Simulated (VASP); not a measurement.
Data:

```
CELL_PARAMETERS angstrom
      1.77848    -3.08041     0.00000
      1.77848     3.08041     0.00000
      0.00000     0.00000     7.43200
ATOMIC_POSITIONS crystal
  Pt 0.00000 0.00000 0.00000
  S  0.33333 0.66667 0.16698
  S  0.66667 0.33333 0.83302
```

These are TPSS meta-GGA, VASP's PBE PAW potentials (set 64) (plane waves; VASP 6.6.1) values and carry that method's errors. Settings: 520 eV cut-off, 8×8×4 Γ-centred mesh, tetrahedra with Blöchl corrections, potentials Pt S.

Without a dispersion term in the relaxation, distances and binding between the weakly bound layers, chains or molecules are unreliable, and so is what depends on them. Unless said otherwise, spin-orbit coupling is left out, though it shifts the bands of the heavy elements here.

Predict the energy per atom (σ→0), band gap (over mesh and band path) with the smallest direct gap where there is one.

```yaml
band gap (over mesh and band path): 1.80 eV
smallest direct gap (over mesh and band path): 1.92 eV
energy per atom (σ→0): -8.688 eV/atom
```

The absolute energy has meaning only against runs of the same code, potentials and settings.

The compound is PtS2 in the 1T layered structure. It was relaxed first, which changed the volume by +49 %.
